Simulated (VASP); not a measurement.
Runs of VASP 6.6.1 on Ti. Symmetry: P6_3/mmc, No. 194, hexagonal system. Conventional cell: a = 2.950 Å, b = 2.950 Å, c = 4.680 Å, α = 90.00°, β = 90.00°, γ = 120.00°. Ti (site symmetry -6m2) has 12 Ti at 2.89 to 2.95 Å as nearest neighbours. 

| level | potentials or basis | k mesh | cutoff (eV) | mesh quality | gap on the mesh (eV) | pressure (GPa) |
| --- | --- | --- | --- | --- | --- | --- |
| PBEsol | VASP PAW PBE potentials, release 64 (Ti_sv) | 13 × 13 × 7 | 300 | not flagged | none | - |
| LDA | VASP PAW LDA potentials, release 64 (Ti_sv) | 13 × 13 × 7 | 520 | not flagged | none | (a) |
| PBEsol | VASP PAW PBE potentials, release 64 (Ti_sv) | 5 × 5 × 3 | 520 | coarse | none | -6.1 |
| PBEsol | VASP PAW PBE potentials, release 64 (Ti_sv) | 13 × 13 × 7 | 520 | not flagged | none | -5.9 |
| LDA | VASP PAW LDA potentials, release 64 (Ti_sv) | 5 × 5 × 3 | 300 | coarse | none | - |

Alike in all rows: task electric field gradients; no spin polarisation; cell as given; smearing fermi-dirac 0.05 eV.

Problem. Estimate the missing entries.

Solution. (a) -9.9.

Caveats: some runs use coarse meshes; the PAW data sets were made with another functional, which shifts forces and pressure a little (some runs); the cutoff is under 1.25 times the usual one of these potentials, so pressure, stress and relaxed cells hold a basis-set (Pulay) error (some runs).

A k mesh can miss the band edges.

A gap of «none» marks a metal or a gap under the smearing width.

Not every run made on this cell is shown here.
